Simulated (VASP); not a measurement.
Runs of VASP 6.6.1 on TaSbSe. It takes space group P4/mmm (No. 123, tetragonal). The conventional cell has a = 3.630 Å, b = 3.630 Å, c = 5.635 Å, α = 90.00°, β = 90.00°, γ = 90.00°. Ta (site symmetry 4/mmm) has 4 Se at 2.57 Å and 2 Sb at 2.82 Å as nearest neighbours. Around Sb (site symmetry 4/mmm) lie 2 Ta at 2.82 Å. Se (site symmetry 4/mmm) has 4 Ta at 2.57 Å as nearest neighbours. The cell was built by a generator and needn't be a form met in nature.

```csv
task,level,potentials or basis,cell,smearing,gap on the mesh (eV),pressure (GPa),relaxed volume (Å³/atom)
relaxation of cell and atoms,BLYP+D4,"VASP PAW PBE potentials, release 64 (Ta_pv, Sb, Se)",relaxed,fermi-dirac 0.05 eV,none,0.0,25.43
relaxation of cell and atoms,revPBE,"VASP PAW PBE potentials, release 64 (Ta_pv, Sb, Se)",relaxed,fermi-dirac 0.05 eV,none,0.0,25.10
relaxation of cell and atoms,AM05,"VASP PAW PBE potentials, release 64 (Ta_pv, Sb, Se)",relaxed,fermi-dirac 0.05 eV,none,0.0,23.75
relaxation of cell and atoms,LDA,"VASP PAW LDA potentials, release 64 (Ta_pv, Sb, Se)",relaxed,fermi-dirac 0.05 eV,none,0.0,(a)
relaxation of cell and atoms,PBEsol,"VASP PAW PBE potentials, release 64 (Ta_pv, Sb, Se)",relaxed,fermi-dirac 0.05 eV,none,0.0,23.82
relaxation of cell and atoms,PBE,"VASP PAW PBE potentials, release 64 (Ta_pv, Sb, Se)",relaxed,gaussian 0.05 eV,none,0.1,(b)
relaxation of cell and atoms,BLYP+D3,"VASP PAW PBE potentials, release 64 (Ta_pv, Sb, Se)",relaxed,fermi-dirac 0.05 eV,none,0.0,25.26
```

Alike in all rows: no spin polarisation; k mesh 7 × 7 × 5; cutoff (eV) 600.

**Question.** Estimate the missing entries.

**Answer.** (a) 23.36; (b) 24.70.

Caveats: the PAW data sets were made with another functional, which shifts forces and pressure a little (some runs); pairwise dispersion overbinds metals, which lowers pressure and volume (some runs).

A k mesh can miss the band edges, and the runs leave out spin-orbit coupling on Sb, Se, Ta.

A gap of «none» marks a metal or a gap under the smearing width.

Not every run made on this cell is shown here.
